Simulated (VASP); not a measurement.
# SiC: relaxation of cell and atoms with PBE

SiC:

```xyz
2
Lattice="0.0000 2.0500 2.0500 2.0500 0.0000 2.0500 2.0500 2.0500 0.0000" Properties=species:S:1:pos:R:3 pbc="T T T"
Si    0.0000    0.0000    0.0000
C     1.0250    1.0250    1.0250
```

The cell was built by a generator and needn't be a form met in nature.

```json
{
 "Program": "VASP 6.6.1",
 "Task": "relaxation of cell and atoms",
 "Functional": "PBE",
 "Potentials or basis": "VASP PAW PBE potentials, release 64 (Si, C)",
 "Cutoff": "600 eV",
 "k mesh": "8 × 8 × 8",
 "Occupations": "gaussian, width 0.01 eV",
 "Spin": "no spin polarisation",
 "Target pressure": "65 GPa",
 "Dipole correction": "no",
 "Further INCAR settings": "ALGO = Fast; EDIFF = 1e-06; IBRION = 2; EDIFFG = -0.001; NSW = 80; ISIF = 3"
}
```

```json
{"Relaxed volume": "8.54 Å³/atom", "Relaxed cell": "a = 2.891 Å, b = 2.891 Å, c = 2.891 Å, α = 60.00°, β = 60.00°, γ = 60.00°", "Space group after relaxing (to 0.05 Å)": "F-43m (No. 216)", "Energy change on relaxing (the enthalpy is what falls)": "+29.6 meV/atom", "Ionic steps": "6", "Pressure after relaxing": "65.0 GPa", "Band gap on the k mesh": "1.15 eV, indirect (least direct gap 4.70 eV)"}
```

The path:
```csv
step,energy change (eV),largest force (eV/Å),pressure (GPa),volume (Å³)
1,0.0000,0.0000,61.22,17.23
2,0.2121,0.0000,74.41,16.73
3,0.0589,0.0000,64.96,17.08
4,0.0602,0.0000,65.05,17.08
5,0.0578,0.0000,64.93,17.08
6,0.0591,0.0000,64.99,17.08
```

Final structure:
```
Si C
1.0
     0.00000    2.04403    2.04403
     2.04403    0.00000    2.04403
     2.04403    2.04403    0.00000
Si C
1 1
Direct
  0.00000 0.00000 0.00000
  0.25000 0.25000 0.25000
```

Levels at points of the mesh, in eV from the valence-band top:
| k point | band 2 | band 3 | band 4 | band 5 | band 6 | band 7 |
| --- | --- | --- | --- | --- | --- | --- |
| (0.00, 0.00, 0.00) | 0.00 | 0.00 | 0.00 | 8.53 | 8.78 | 8.78 |
| (0.50, 0.00, 0.00) | -9.66 | -1.08 | -1.08 | 7.26 | 8.05 | 8.05 |
| (0.50, 0.50, 0.00) | -8.46 | -3.55 | -3.55 | 1.15 | 5.06 | 16.38 |

Wall time 10 s on 1 thread of Intel(R) Xeon(R) Platinum 8488C (Sapphire Rapids), with other jobs on the host, peak memory 0.13 GiB.

Caveat: the cell is relaxed towards a set pressure, so the enthalpy falls and the energy may rise. A k mesh can miss the band edges.
